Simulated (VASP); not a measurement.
Input:

```
CELL_PARAMETERS angstrom
      4.13380     0.00000     0.00000
      0.00000     4.13380     0.00000
      0.00000     0.00000     4.13380
ATOMIC_POSITIONS crystal
  Tl 0.00000 0.00000 0.00000
  I  0.50000 0.50000 0.50000
```

Level of theory: PBEsol GGA, VASP's PBE PAW potentials (set 64) (plane waves; VASP). Numerical set-up: 400 eV cut-off, Gaussian smearing of 0.050 eV, potentials Tl_d I.

Unless said otherwise, spin-orbit coupling is left out, though it shifts the bands of the heavy elements here.

**Question.** Give the energies of bands 7 to 13 at the high-symmetry points, in eV from the valence-band maximum.

**Answer.** 
```csv
band,Γ,X,M,R
7,-4.57,-5.90,-4.31,-3.46
8,-1.16,-0.47,-3.15,-2.00
9,-1.16,-0.47,-3.15,-2.00
10,-1.16,-0.04,-0.31,-2.00
11,5.53,1.72,4.77,1.34
12,5.53,4.63,4.77,1.34
13,6.61,4.63,6.09,1.34
```

The gap is indirect, 1.34 eV, from the valence maximum at Γ-R at 0.36 to the conduction minimum at R.

The structure comes from a computed database's TlI entry (Pm-3m); how it stands against other phases isn't given here. It was relaxed first, which changed the volume by -7 %.
